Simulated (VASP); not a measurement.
OSZICAR of a VASP run on C (atoms displaced from the space group 227 structure):

**OSZICAR**
```
       N       E                     dE             d eps       ncg     rms          rms(c)
DAV:   1    -0.520823603482E+01   -0.52082E+01   -0.44490E+03 37336   0.777E+02
DAV:   2    -0.169593326229E+02   -0.11751E+02   -0.11201E+02 48592   0.926E+01
DAV:   3    -0.170331994285E+02   -0.73867E-01   -0.73855E-01 37032   0.874E+00
DAV:   4    -0.170332946221E+02   -0.95194E-04   -0.95192E-04 50648   0.303E-01
DAV:   5    -0.170332946396E+02   -0.17479E-07   -0.16155E-07 36848   0.280E-03    0.713E+00
DAV:   6    -0.161657935611E+02    0.86750E+00   -0.87733E-01 40248   0.823E+00    0.403E+00
DAV:   7    -0.159062601196E+02    0.25953E+00   -0.78798E-01 44072   0.786E+00    0.112E+00
DAV:   8    -0.159055167457E+02    0.74337E-03   -0.96572E-03 33448   0.100E+00    0.101E-01
DAV:   9    -0.159054818578E+02    0.34888E-04   -0.47825E-04 42544   0.220E-01    0.406E-02
DAV:  10    -0.159054847692E+02   -0.29114E-05   -0.35899E-05 45936   0.564E-02    0.119E-02
DAV:  11    -0.159054852940E+02   -0.52481E-06   -0.60564E-07 28200   0.831E-03
   1 F= -.15905485E+02 E0= -.15905477E+02  d E =-.166980E-04
```

Question: Which electronic solver shows in the log?

Answer: It is blocked Davidson (ALGO = Normal, or the opening steps of other solvers). The INCAR had ALGO = Normal.

Question: Can the final energy be trusted as converged?

Answer: The calculation finished and met its thresholds. It stopped with EDIFF = 1E-6, NELM = 100 (PBEsol GGA, plane waves, VASP's PBE PAW potentials (set 64)).

The structure comes from a computed database's C entry; how it stands against other phases isn't given here. The cell was not relaxed at this level, atoms are displaced from their ideal sites. The run is one of a series of settings (GGA = PS against the base run), some of them coarse on purpose.
